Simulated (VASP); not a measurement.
Data:

```yaml
crystal:
  lattice:
    - [0.00000, 2.70500, 2.70500]
    - [2.70500, 0.00000, 2.70500]
    - [2.70500, 2.70500, 0.00000]
  atoms:
    - { symbol: Si, position: [0.25000, 0.25000, 0.25000] }
    - { symbol: Si, position: [0.75000, 0.75000, 0.75000] }
    - { symbol: Ni, position: [0.00000, 0.00000, 0.00000] }
```

Computed with PBE GGA, VASP's PBE PAW potentials (set 64) (plane waves; VASP). Settings: 400 eV cut-off, 7×7×7 Γ-centred mesh, first-order Methfessel-Paxton smearing of 0.10 eV, potentials Si Ni.

Question: Give the stress tensor in GPa (positive for a compressed cell).

Answer: 
```
2.37  0.00  0.00
0.00  2.37  0.00
0.00  0.00  2.37
```
The pressure is its mean diagonal, 2.37 GPa.

The compound is NiSi2 in the fluorite structure. The cell was not relaxed at this level. The run is not spin-polarised, so no magnetic state was tried.
